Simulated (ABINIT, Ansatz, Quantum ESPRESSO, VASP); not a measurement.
# Code comparison for TiZn (Pm-3m, 2 atoms in the cell)

Self-consistent single point, at a second geometry (lattice scaled by 0.98). First geometry:

```
TiZn
1.0
    3.12375     0.00000     0.00000
    0.00000     3.12375     0.00000
    0.00000     0.00000     3.12375
Ti Zn
1 1
Direct
  0.50000   0.50000   0.50000
  0.00000   0.00000   0.00000
```

Shared settings, as Ansatz (a program for electronic structure) writes them: kpoints.mp_grid.grid = 7 7 7; scf.occupations.method = fermi_dirac; scf.occupations.width = 0.1 eV. Potentials and cutoffs stand in the table.

| code | model | ΔF from the first geometry (meV/atom) | pressure (GPa) | cutoff |
|---|---|---|---|---|
| VASP | PBEsol, VASP's PBE PAW potentials (set 64) | 8.7 | 5.36 | 300 eV |
| Ansatz | PBEsol, default PAW files made with PBE | 6.1 | 5.21 | 420 eV |
| ABINIT | PBEsol, PAW (JTH v2.0 PBE PAW, files made for PBE) | 7.2 | 5.34 | 30 Ha |
| Quantum ESPRESSO | PBEsol, SSSP 1.1.2 efficiency (PBE) pseudopotentials | 5.6 | 4.75 | 50 Ry |

On Ansatz's run: spin polarisation is off.

The spread over the programs that give each value: ΔF from the first geometry within 3.1 meV/atom; pressure within 0.61 GPa.

Ansatz's pressure is given at a fixed set of plane waves, as the other plane-wave codes print theirs; with its correction for the finite basis it is 5.28 GPa.

VASP's run is marked for a possible Pulay error in its stress at this cutoff; no cutoff test was made.

The starting cell comes from a database of computed structures (which also holds hypothetical and non-ambient phases and stackings), without a prior relaxation at this level. For this run, on top of that: lattice scaled by 0.98.

Left out of this page: GPAW, CP2K, Elk, FLEUR and SIESTA (not drawn, or without a comparable value).

Keys are those of Ansatz 0.2.
